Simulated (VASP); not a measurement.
# What goes wrong when the gap of Silicon is computed with a bad input, part 2 of 2

Aim: see how common mistakes in a band-structure run show up, on Silicon. The starting structure is a measured crystal structure from the Crystallography Open Database. Cell and atoms stay as given unless a step says otherwise.

VASP 6.6.1.

Results so far: reference 0.479 eV; a cutoff far too low 0.505 eV; a wide metal-type smearing 0.480 eV.

## 5. Bands with one electron missing

Level of this step: LDA; plane waves and PAW (Si) (VASP).

A slip made on purpose: one electron missing. Against step 2 the input has NELECT = 7 (also changed: NELM).

Contents of INCAR:

```
SYSTEM = Si
PREC = Accurate
ENCUT = 350
EDIFF = 1E-06
NELM = 60
ISMEAR = 0
SIGMA = 0.03
LREAL = .FALSE.
ALGO = Normal
GGA = CA
NBANDS = 16
LORBIT = 11
LWAVE = .FALSE.
LCHARG = .FALSE.
KPAR = 8
LASPH = .TRUE.
NELECT = 7
```

Contents of POSCAR:

```
Si
1.0
    0.0000000000      2.7154800000      2.7154800000
    2.7154800000      0.0000000000      2.7154800000
    2.7154800000      2.7154800000      0.0000000000
Si
2
Direct
    0.7500000000      0.7500000000      0.7500000000
    0.5000000000      0.5000000000      0.5000000000
```

Contents of KPOINTS:

```
Automatic mesh
0
Gamma
8 8 8
0 0 0
```

Contents of KPOINTS_OPT:

```
Line mode
10
Line-mode
Reciprocal
  0.00000000   0.00000000   0.00000000 GAMMA
  0.50000000   0.00000000   0.50000000 X

  0.50000000   0.00000000   0.50000000 X
  0.50000000   0.25000000   0.75000000 W

  0.50000000   0.25000000   0.75000000 W
  0.37500000   0.37500000   0.75000000 K

  0.37500000   0.37500000   0.75000000 K
  0.00000000   0.00000000   0.00000000 GAMMA

  0.00000000   0.00000000   0.00000000 GAMMA
  0.50000000   0.50000000   0.50000000 L

  0.50000000   0.50000000   0.50000000 L
  0.62500000   0.25000000   0.62500000 U

  0.62500000   0.25000000   0.62500000 U
  0.50000000   0.25000000   0.75000000 W

  0.50000000   0.25000000   0.75000000 W
  0.50000000   0.50000000   0.50000000 L

  0.50000000   0.50000000   0.50000000 L
  0.37500000   0.37500000   0.75000000 K

  0.62500000   0.25000000   0.62500000 U
  0.50000000   0.00000000   0.50000000 X
```

The projector-augmented-wave data sets are Si (LDA family, release 64).

Run with:

```console
> mpirun -np 8 vasp_std
```

Output:

```text
[... set-up lines as in an earlier step ...]
 entering main loop
       N       E                     dE             d eps       ncg     rms          rms(c)
DAV:   1    -0.300827705517E+01   -0.30083E+01   -0.18641E+03   928   0.228E+02
DAV:   2    -0.160123661741E+02   -0.13004E+02   -0.12671E+02  1320   0.567E+01
DAV:   3    -0.163258095599E+02   -0.31344E+00   -0.31216E+00  1104   0.712E+00
DAV:   4    -0.163276847292E+02   -0.18752E-02   -0.18751E-02  1272   0.696E-01
DAV:   5    -0.163277011205E+02   -0.16391E-04   -0.16392E-04  1144   0.595E-02BRMIX: very serious problems
 the old and the new charge density differ
 old charge density:     8.00000 new    7.00000
BRMIX: very serious problems
 the old and the new charge density differ
 old charge density:     8.00000 new    7.00000
BRMIX: very serious problems
 the old and the new charge density differ
 old charge density:     8.00000 new    7.00000
BRMIX: very serious problems
 the old and the new charge density differ
 old charge density:     8.00000 new    7.00000
BRMIX: very serious problems
 the old and the new charge density differ
[...]
DAV:   9    -0.165484379127E+02   -0.13551E-04   -0.68822E-05  1128   0.254E-02    0.665E-02
DAV:  10    -0.165484280325E+02    0.98802E-05   -0.11413E-05  1232   0.104E-02    0.370E-03
DAV:  11    -0.165484277834E+02    0.24910E-06   -0.44997E-07   760   0.264E-03
   1 F= -.16548428E+02 E0= -.16547497E+02  d E =-.186074E-02
 Start KPOINTS_OPT (optional k-point list driver)
k-point batch [1-29\100]
       N       E                     dE             ncg
DAV:   1     0.377735097042E+03   -0.45460E+04      928
DAV:   2     0.106484458272E+02   -0.36709E+03     1248
DAV:   3     0.179168370760E+01   -0.88568E+01     1264
DAV:   4     0.173285428768E+01   -0.58829E-01     1192
DAV:   5     0.173229596738E+01   -0.55832E-03     1248
DAV:   6     0.173228879937E+01   -0.71680E-05     1216
DAV:   7     0.173228871281E+01   -0.86560E-07     1032
[...]
k-point batch [88-100\100]
       N       E                     dE             ncg
DAV:   1     0.301808403871E+04   -0.25507E+04      416
DAV:   2     0.285038340653E+04   -0.16770E+03      600
DAV:   3     0.284633390347E+04   -0.40495E+01      520
DAV:   4     0.284630719972E+04   -0.26704E-01      568
DAV:   5     0.284630693981E+04   -0.25991E-03      504
DAV:   6     0.284630693657E+04   -0.32388E-05      576
DAV:   7     0.284630693653E+04   -0.39568E-07      464
```

It took 5.2 s on 8 MPI ranks of AMD EPYC 7R43, shared host; peak memory 0.81 GiB; 36 s of CPU time.

From OUTCAR (step 5):

```text
  Total       -9.7769163     -9.7769163     -9.7769163      0.0000000     -0.0000000      0.0000000
  in kB     -391.1493920   -391.1493920   -391.1493920      0.0000000     -0.0000000      0.0000000
  external PRESSURE =    -391.1493920 kB  Pullay stress =       0.0000000 kB

 POSITION                                       TOTAL-FORCE (eV/Angst)
 -----------------------------------------------------------------------------------
      4.07322      4.07322      4.07322         0.000000     -0.000000      0.000000
      2.71548      2.71548      2.71548        -0.000000      0.000000     -0.000000
 -----------------------------------------------------------------------------------
    total drift:                                0.000000      0.000000      0.000000

  FREE ENERGIE OF THE ION-ELECTRON SYSTEM (eV)
  ---------------------------------------------------
  free  energy   TOTEN  =       -16.5484277834 eV

  energy  without entropy=      -16.5465670387  energy(sigma->0) =      -16.54749741

[... 2 parts as in an earlier step ...]

[... 1 further part left out ...]
[key lines of the parts left out:]
E-fermi :   4.1428
```

With one electron missing there is no gap to read, since by its occupations the run counts as a metal (its levels may still leave one).

## 6. Bands with a k mesh far too coarse and no band path

A slip made on purpose: a k mesh far too coarse and no band path. Against step 2 the input has a 3×3×3 mesh and no band path (also changed: NELM, NBANDS, KPAR and NCORE).

INCAR: that of step 5 with these lines changed.

```diff
@@ -10,3 +10,3 @@
 GGA = CA
-NBANDS = 16
+NBANDS = 10
 LORBIT = 11
@@ -14,4 +14,4 @@
 LCHARG = .FALSE.
-KPAR = 8
+KPAR = 2
+NCORE = 4
 LASPH = .TRUE.
-NELECT = 7
```

POSCAR is that of step 5.

Contents of KPOINTS:

```
Automatic mesh
0
Gamma
3 3 3
0 0 0
```

Run with:

```console
> mpirun -np 8 vasp_std
```

Output:

```text
[banner, memory and clock lines left out]
running    8 mpi-ranks, on    1 nodes
[...]
LDA part: xc-table for (Slater(with rela. corr.)+CA(PZ))
 , standard interpolation
 POSCAR, INCAR and KPOINTS ok, starting setup
[...]
entering main loop
       N       E                     dE             d eps       ncg     rms          rms(c)
DAV:   1     0.390716313449E+01    0.39072E+01   -0.24169E+03    80   0.460E+02
DAV:   2    -0.111661160242E+02   -0.15073E+02   -0.14791E+02   126   0.792E+01
DAV:   3    -0.116144874489E+02   -0.44837E+00   -0.44778E+00    90   0.122E+01
DAV:   4    -0.116183627911E+02   -0.38753E-02   -0.38753E-02   102   0.150E+00
[...]
DAV:   9    -0.112721873028E+02    0.30464E-04   -0.22933E-04   106   0.870E-02    0.647E-02
DAV:  10    -0.112721974916E+02   -0.10189E-04   -0.12292E-05    96   0.234E-02    0.356E-02
DAV:  11    -0.112721969384E+02    0.55325E-06   -0.17050E-06    76   0.682E-03
   1 F= -.11272197E+02 E0= -.11272197E+02  d E =-.253121E-11
```

Elapsed: 1.2 s, on 8 MPI ranks; peak memory 0.57 GiB; 4.2 s of CPU time.

From OUTCAR (step 6):

```text
  Total        0.0993297      0.0993297      0.0993297      0.0000000      0.0000000      0.0000000
  in kB        3.9739269      3.9739269      3.9739269      0.0000000      0.0000000      0.0000000
  external PRESSURE =       3.9739269 kB  Pullay stress =       0.0000000 kB

  FREE ENERGIE OF THE ION-ELECTRON SYSTEM (eV)
  ---------------------------------------------------
  free  energy   TOTEN  =       -11.2721969384 eV

  energy  without entropy=      -11.2721969384  energy(sigma->0) =      -11.27219694

[... 2 parts as in an earlier step ...]

[... 2 further parts left out ...]
[key lines of the parts left out:]
E-fermi :   6.0158
```

With a k mesh far too coarse and no band path the gap is 0.563 eV, +0.084 eV from the reference, read on the mesh alone.

## 7. Comparison

```tsv
run	gap (eV)	change (eV)	core minutes
reference	0.479	-	0.693
a cutoff far too low	0.505	0.026	0.267
a wide metal-type smearing	0.48	0.001	0.693
one electron missing	none	-	0.693
a k mesh far too coarse and no band path	0.563	0.084	0.16
```

Core minutes are wall time times ranks of the run shown, on a shared host.

## 8. Results

```json
{
 "reference gap": "0.479 eV",
 "gap with a cutoff far too low": "0.505 eV",
 "gap with a wide metal-type smearing": "0.480 eV",
 "gap with one electron missing": "none to read from the occupations",
 "gap with a k mesh far too coarse and no band path": "0.563 eV"
}
```

What this shows: Finished, but with signs in the output that stand out against the reference: a cutoff far too low, with the gap changed by +0.03 eV (signs: a stress of up to 2.4 GPa); a wide metal-type smearing, with the gap changed by less than 0.01 eV (signs: a large entropy term in the energy); one electron missing, with no gap to read, since by its occupations the run counts as a metal (its levels may still leave one) (signs: a warning on the charge density and a stress of up to 39.1 GPa); a k mesh far too coarse and no band path, with the gap changed by +0.08 eV (signs: a stress that differs by up to 1.9 GPa). Further runs on this material are not shown.

[Lines on the potential files, build, host, timing and source positions are cut from VASP's logs without a mark.]

[Logs are printed without paths, hosts, clocks, repeated set-up lines and the standing remarks that a program may print on its own settings, such as how far it seeks lower states.]

[Hosts, paths, dates, database ids (printed as entryN), source tags and the programs' standing remarks are cut or masked in the printed files.]
